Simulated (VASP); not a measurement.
```xyz
2
Lattice="3.5887 -1.9172 0.0000 3.5887 1.9172 0.0000 2.6523 0.0000 3.1786" Properties=species:S:1:pos:R:3 pbc="T T T"
As     2.2313     0.0000     0.7215
As     7.6319     0.0000     2.4571
```

All values below come from SCAN meta-GGA, VASP's PBE PAW potentials (set 64) (plane waves; VASP). Settings: 400 eV cut-off, 10×10×10 Γ-centred mesh, first-order Methfessel-Paxton smearing of 0.10 eV, potentials As.

Problem. Which forces act on the atoms, in eV/Å?

Solution. 
| atom | Fx | Fy | Fz |
|---|---|---|---|
| As1 | 0.361 | 0.000 | -0.136 |
| As2 | -0.361 | 0.000 | 0.136 |

Problem. Give the stress tensor in GPa (positive for a compressed cell).

Solution. 
```
 2.17   0.00  -1.38
 0.00  -2.49   0.00
-1.38   0.00  -1.67
```
The pressure is its mean diagonal, -0.67 GPa.

The compound is As in the a7 structure. The cell was not relaxed at this level. The run is one of a series of settings (GGA removed, LMIXTAU = .TRUE., METAGGA = SCAN against the base run), some of them coarse on purpose.
